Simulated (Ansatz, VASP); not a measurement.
**In3SeCl: VASP beside Ansatz**

```xyz
5
Lattice="5.5600 0.0000 0.0000 0.0000 5.5600 0.0000 0.0000 0.0000 5.5600" Properties=species:S:1:pos:R:3 pbc="T T T"
Cl    0.0000    0.0000    0.0000
Se    2.7800    2.7800    2.7800
In    2.7800    2.7800    0.0000
In    2.7800    0.0000    2.7800
In    0.0000    2.7800    2.7800
```

The cell comes from a database or a generator and needn't be the stable form of this composition.

Alike in both runs: task single point; functional PBEsol; k mesh 4 × 4 × 4; occupations gaussian, width 0.05 eV; no spin polarisation.

|  | VASP | Ansatz |
| --- | --- | --- |
| version | VASP 6.6.1 | Ansatz 0.2.0 |
| potentials or method | VASP PAW PBE potentials, release 64 (Cl, Se, In_d) | scalar-relativistic, plane waves, PAW |
| plane-wave cutoff (eV) | 520 | 420 |
| valence electrons in the cell | 52 | 62 |

|  | VASP | Ansatz | Ansatz less VASP |
| --- | --- | --- | --- |
| gap on the k mesh at the Fermi level (eV) | none | none | - |
| pressure (GPa) | -0.1 | -0.1 | +0.04 |

A gap of «none» marks a metal or a gap that the smearing closes. With one functional, cell and mesh, what is left measures potentials, basis and numerics. The two sets of potentials don't hold the same shells in valence.

Caveats: the PAW data sets were made with another functional, which shifts forces and pressure a little (VASP).
